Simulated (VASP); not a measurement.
Output of a VASP run:

### OUTCAR
```
 ion  position               nearest neighbor table
   1  0.000  0.000  0.000-   2 2.59   2 2.59   2 2.59   2 2.59
   2  0.250  0.250  0.250-   1 2.59   1 2.59   1 2.59   1 2.59
  LATTYP: Found a face centered cubic cell.
 ALAT       =     5.9721220730
 Subroutine PRICEL returns:
 Original cell was already a primitive cell.
 Subroutine GETGRP returns: Found 24 space group operations
The static configuration has the point symmetry T_d .
The dynamic configuration has the point symmetry T_d .
 Subroutine INISYM returns: Found 24 space group operations
 Subroutine IBZKPT returns following result:
 Found     20 irreducible k-points:

 Following reciprocal coordinates:
            Coordinates               Weight
  0.000000  0.000000  0.000000      1.000000
  0.142857  0.000000  0.000000      8.000000
  0.285714  0.000000  0.000000      8.000000
  0.428571  0.000000  0.000000      8.000000
  0.142857  0.142857  0.000000      6.000000
  0.285714  0.142857  0.000000     24.000000
  0.428571  0.142857  0.000000     24.000000
 -0.428571  0.142857  0.000000     24.000000
 -0.285714  0.142857  0.000000     24.000000
 -0.142857  0.142857  0.000000     12.000000
  0.285714  0.285714  0.000000      6.000000
  0.428571  0.285714  0.000000     24.000000
 -0.428571  0.285714  0.000000     24.000000
 -0.285714  0.285714  0.000000     12.000000
  0.428571  0.428571  0.000000      6.000000
 -0.428571  0.428571  0.000000     12.000000
  0.428571  0.285714  0.142857     24.000000
 -0.428571  0.285714  0.142857     48.000000
 -0.428571  0.428571  0.142857     24.000000
 -0.285714  0.428571  0.142857     24.000000
   k-points           NKPTS =     20   k-points in BZ     NKDIM =     20   number of bands    NBANDS=     13
   number of dos      NEDOS =    301   number of ions     NIONS =      2
   total plane-waves  NPLWV =  32768
   dimension x,y,z NGX =    32 NGY =   32 NGZ =   32
   dimension x,y,z NGXF=    64 NGYF=   64 NGZF=   64
   ions per type =               1   1
   PREC   = accura    normal or accurate (medium, high low for compatibility)
   ISTART =      0    job   : 0-new  1-cont  2-samecut
   ICHARG =      2    charge: 1-file 2-atom 10-const
   ISPIN  =      1    spin polarized calculation?
   LNONCOLLINEAR =      F non collinear calculations
   LSORBIT =      F    spin-orbit coupling
   INIWAV =      1    electr: 0-lowe 1-rand  2-diag
   ENCUT  =  520.0 eV  38.22 Ry    6.18 a.u.   7.85  7.85  7.85*2*pi/ulx,y,z
   NELM   =    100;   NELMIN=  2; NELMDL= -5     # of ELM steps
   EDIFF  = 0.1E-05   stopping-criterion for ELM
   LREAL  =      F    real-space projection
   NLSPLINE    = F    spline interpolate recip. space projectors
   LMAXMIX     =    4 max onsite mixed and CHGCAR
   VOSKOWN=      0    Vosko Wilk Nusair interpolation
   EDIFFG = -.1E-01   stopping-criterion for IOM
   NSW    =     60    number of steps for IOM
   NBLOCK =      1;   KBLOCK =     60    inner block; outer block
   IBRION =      2    ionic relax: 0-MD 1-quasi-New 2-CG
   NFREE  =      1    steps in history (QN), initial steepest desc. (CG)
   ISIF   =      3    stress and relaxation
   ISYM   =      2    0-nonsym 1-usesym 2-fastsym
   TEIN   =    0.0    initial temperature
   TEBEG  =    0.0;   TEEND  =   0.0 temperature during run
   SMASS  =  -3.00    Nose mass-parameter (am)
   PSTRESS=    0.0 pullay stress
   NELECT =      18.0000    total number of electrons
   EFERMI =   0.00;   METHOD = LEGACY
   ISMEAR =     0;   SIGMA  =   0.05  broadening in eV -4-tet -1-fermi 0-gaus
   IALGO  =     38    algorithm
   LDIAG  =      T    sub-space diagonalisation (order eigenvalues)
   IMIX   =      4    mixing-type and parameters
     AMIX     =   0.40;   BMIX     =  1.00
     AMIX_MAG =   1.60;   BMIX_MAG =  1.00
     AMIN     =   0.10
   GGA     = AM    functional components
   VOSKOWN =     0    Vosko Wilk Nusair interpolation
   LHFCALC =     F    Hartree Fock is set to
   LHFONE  =     F    Hartree Fock one center treatment
...
```

**OSZICAR**
```
...
DAV:   1    -0.581457140784E+01   -0.91884E-02   -0.13859E-01   520   0.948E+00    0.725E-01
DAV:   2    -0.580969190075E+01    0.48795E-02   -0.90008E-02   520   0.961E+00    0.308E-01
DAV:   3    -0.580637243604E+01    0.33195E-02   -0.17817E-02   520   0.474E+00    0.121E-01
DAV:   4    -0.580612797774E+01    0.24446E-03   -0.10146E-03   520   0.210E-01    0.531E-02
DAV:   5    -0.580610667285E+01    0.21305E-04   -0.65602E-05   675   0.245E-01    0.441E-02
DAV:   6    -0.580609982518E+01    0.68477E-05   -0.10782E-05   780   0.344E-02    0.237E-02
DAV:   7    -0.580609530790E+01    0.45173E-05   -0.68063E-06   725   0.925E-02    0.310E-03
DAV:   8    -0.580609539003E+01   -0.82135E-07   -0.15054E-06   369   0.967E-03
   3 F= -.58060954E+01 E0= -.58060954E+01  d E =0.266322E-03
       N       E                     dE             d eps       ncg     rms          rms(c)
DAV:   1    -0.580739898742E+01   -0.13037E-02   -0.18923E-02   520   0.352E+00    0.266E-01
DAV:   2    -0.580672082637E+01    0.67816E-03   -0.11971E-02   520   0.355E+00    0.111E-01
DAV:   3    -0.580628616915E+01    0.43466E-03   -0.23664E-03   525   0.171E+00    0.453E-02
DAV:   4    -0.580625091585E+01    0.35253E-04   -0.13214E-04   535   0.847E-02    0.184E-02
DAV:   5    -0.580624835439E+01    0.25615E-05   -0.67585E-06   722   0.741E-02    0.160E-02
DAV:   6    -0.580624716104E+01    0.11934E-05   -0.72462E-07   280   0.125E-02    0.834E-03
DAV:   7    -0.580624633605E+01    0.82498E-06   -0.79881E-07   300   0.283E-02
   4 F= -.58062463E+01 E0= -.58062463E+01  d E =0.115376E-03
       N       E                     dE             d eps       ncg     rms          rms(c)
DAV:   1    -0.580703890821E+01   -0.79175E-03   -0.11820E-02   520   0.278E+00    0.210E-01
DAV:   2    -0.580661635865E+01    0.42255E-03   -0.74016E-03   520   0.280E+00    0.874E-02
DAV:   3    -0.580634764524E+01    0.26871E-03   -0.14637E-03   525   0.135E+00    0.359E-02
DAV:   4    -0.580632550101E+01    0.22144E-04   -0.82167E-05   525   0.681E-02    0.144E-02
DAV:   5    -0.580632392727E+01    0.15737E-05   -0.40546E-06   663   0.571E-02    0.124E-02
DAV:   6    -0.580632311524E+01    0.81203E-06   -0.46215E-07   265   0.105E-02
   5 F= -.58063231E+01 E0= -.58063231E+01  d E =0.385969E-04
       N       E                     dE             d eps       ncg     rms          rms(c)
DAV:   1    -0.580652589105E+01   -0.20196E-03   -0.29304E-03   520   0.137E+00    0.105E-01
DAV:   2    -0.580642003588E+01    0.10586E-03   -0.18497E-03   520   0.140E+00    0.438E-02
DAV:   3    -0.580635283857E+01    0.67197E-04   -0.36693E-04   525   0.672E-01    0.180E-02
DAV:   4    -0.580634721131E+01    0.56273E-05   -0.20892E-05   550   0.347E-02    0.713E-03
DAV:   5    -0.580634678088E+01    0.43042E-06   -0.75061E-07   275   0.277E-02
   6 F= -.58063468E+01 E0= -.58063468E+01  d E =0.149313E-04
       N       E                     dE             d eps       ncg     rms          rms(c)
DAV:   1    -0.580640094657E+01   -0.53735E-04   -0.74149E-04   520   0.689E-01    0.534E-02
DAV:   2    -0.580637383955E+01    0.27107E-04   -0.47272E-04   520   0.711E-01    0.220E-02
DAV:   3    -0.580635646929E+01    0.17370E-04   -0.94566E-05   525   0.341E-01    0.923E-03
DAV:   4    -0.580635488034E+01    0.15890E-05   -0.52723E-06   550   0.181E-02    0.388E-03
DAV:   5    -0.580635475888E+01    0.12145E-06   -0.17520E-07   260   0.131E-02
   7 F= -.58063548E+01 E0= -.58063548E+01  d E =0.695329E-05
```

OUTCAR:
```
------------------------ aborting loop because EDIFF is reached ----------------------------------------
  FORCE on cell =-STRESS in cart. coord.  units (eV):
  Direction    XX          YY          ZZ          XY          YZ          ZX
  --------------------------------------------------------------------------------------
  Total       -0.0189375     -0.0189375     -0.0189375      0.0000000     -0.0000000      0.0000000
  in kB       -0.5695523     -0.5695523     -0.5695523      0.0000000     -0.0000000      0.0000000
  external PRESSURE =      -0.5695523 kB  Pullay stress =       0.0000000 kB
  volume of cell :       53.27
      direct lattice vectors                 reciprocal lattice vectors
     0.000000000  2.986459719  2.986459719    -0.167422315  0.167422315  0.167422315
     2.986459719  0.000000000  2.986459719     0.167422315 -0.167422315  0.167422315
     2.986459719  2.986459719  0.000000000     0.167422315  0.167422315 -0.167422315
  FREE ENERGIE OF THE ION-ELECTRON SYSTEM (eV)
  ---------------------------------------------------
  free  energy   TOTEN  =        -5.8063547589 eV

  energy  without entropy=       -5.8063547589  energy(sigma->0) =       -5.80635476

 reached required accuracy - stopping structural energy minimisation
```
(Selected blocks of OUTCAR.)

File POSCAR:
```
CuI
1
   -0.0000000000     2.9860610365     2.9860610365
    2.9860610365    -0.0000000000     2.9860610365
    2.9860610365     2.9860610365    -0.0000000000
Cu I
1 1
Direct
  0.0000000000   0.0000000000   0.0000000000
  0.2500000000   0.2500000000   0.2500000000
```

Reconstruct the remaining input files.

Several could match; the one computed here: the input of the run itself, AM05 GGA, plane waves, VASP's PBE PAW potentials (set 64).

INCAR:
```
# general
SYSTEM =CuI
PREC   =Accurate
ENCUT  =520
LREAL  =.False.
LASPH  =.True.

# electronic loop
EDIFF  =1E-6
NELM   =100
ALGO   =Normal
LMAXMIX=4

# smearing
ISMEAR =0
SIGMA  =0.05

# functional
GGA    =AM

# ions
IBRION =2
NSW    =60
ISIF   =3
EDIFFG =-0.01

# output
LWAVE  =.False.
LCHARG =.False.
```

KPOINTS:
```
Automatic mesh
0
Gamma
7 7 7
0 0 0
```

POTCAR, in this order: Cu I (PBE.64 set). Program: vasp_std.

The compound is CuI in the zinc blende structure. This run relaxes it. Symmetry was kept, so distortions that lower it aren't found. The start is the result of an earlier pass.
